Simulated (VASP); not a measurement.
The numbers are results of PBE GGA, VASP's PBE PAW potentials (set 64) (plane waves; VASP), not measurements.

Input for VASP

POSCAR:
```
Au
4.1545310
  0.0000000000   0.4999999478   0.4999999478
  0.4999999478   0.0000000000   0.4999999478
  0.4999999478   0.4999999478   0.0000000000
Au
1
direct
  0.0000000000   0.0000000000   0.0000000000
```

File KPOINTS:
```
Regular mesh
0
G
  17 17 17
```

**INCAR**
```
# general
SYSTEM  = Au
PREC    = Accurate
ENCUT   = 400
LREAL   = .FALSE.
LASPH   = .TRUE.

# electronic loop
EDIFF   = 1E-7
NELM    = 100
ALGO    = Normal
LMAXMIX = 6

# smearing
ISMEAR  = -5

# functional
GGA     = PE

# ions
ISIF    = 2

# output
LWAVE   = .FALSE.
LCHARG  = .TRUE.
LORBIT  = 11
NEDOS   = 601
```

POTCAR, in this order: Au (PBE.64 set). Program: vasp_std.

The run wrote:

**OSZICAR**
```
       N       E                     dE             d eps       ncg     rms          rms(c)
DAV:   1     0.304586083647E+02    0.30459E+02   -0.49847E+03  3578   0.862E+02
DAV:   2    -0.323913451928E+01   -0.33698E+02   -0.31230E+02  3059   0.166E+02
DAV:   3    -0.348301043018E+01   -0.24388E+00   -0.24370E+00  3692   0.146E+01
DAV:   4    -0.348358712420E+01   -0.57669E-03   -0.57689E-03  3321   0.734E-01
DAV:   5    -0.348359114106E+01   -0.40169E-05   -0.40158E-05  3357   0.593E-02    0.802E+00
DAV:   6    -0.323803411213E+01    0.24556E+00   -0.83729E-01  3039   0.885E+00    0.523E+00
DAV:   7    -0.322234967246E+01    0.15684E-01   -0.63651E-02  3194   0.242E+00    0.263E+00
DAV:   8    -0.322045964746E+01    0.18900E-02   -0.12088E-03  3100   0.349E-01    0.217E-01
DAV:   9    -0.322045222879E+01    0.74187E-05   -0.52057E-06  3312   0.250E-02    0.213E-02
DAV:  10    -0.322045805395E+01   -0.58252E-05   -0.29151E-06  3244   0.219E-02    0.423E-03
DAV:  11    -0.322045800845E+01    0.45508E-07   -0.44297E-08  2407   0.199E-03
   1 F= -.32204580E+01 E0= -.32204580E+01  d E =0.000000E+00
```

OUTCAR:
```
------------------------ aborting loop because EDIFF is reached ----------------------------------------
  FORCE on cell =-STRESS in cart. coord.  units (eV):
  Direction    XX          YY          ZZ          XY          YZ          ZX
  --------------------------------------------------------------------------------------
  Total        0.0107428      0.0107428      0.0107428      0.0000000      0.0000000     -0.0000000
  in kB        0.9601125      0.9601125      0.9601125      0.0000000      0.0000000     -0.0000000
  external PRESSURE =       0.9601125 kB  Pullay stress =       0.0000000 kB
  volume of cell :       17.93
      direct lattice vectors                 reciprocal lattice vectors
     0.000000000  2.077265283  2.077265283    -0.240701081  0.240701081  0.240701081
     2.077265283  0.000000000  2.077265283     0.240701081 -0.240701081  0.240701081
     2.077265283  2.077265283  0.000000000     0.240701081  0.240701081 -0.240701081
 POSITION                                       TOTAL-FORCE (eV/Angst)
 -----------------------------------------------------------------------------------
      0.00000      0.00000      0.00000         0.000000      0.000000      0.000000
 -----------------------------------------------------------------------------------
    total drift:                               -0.000000     -0.000000     -0.000000
  FREE ENERGIE OF THE ION-ELECTRON SYSTEM (eV)
  ---------------------------------------------------
  free  energy   TOTEN  =        -3.2204580084 eV

  energy  without entropy=       -3.2204580084  energy(sigma->0) =       -3.22045801

 total charge

# of ion       s       p       d       tot
------------------------------------------
    1        0.523   0.318   8.759   9.600
```
(Selected blocks of OUTCAR.)

For a metal the tetrahedron method with Blöchl corrections gives inexact stress and forces.

The compound is Au in the fcc structure. It was relaxed first, which changed the volume by +6 %.
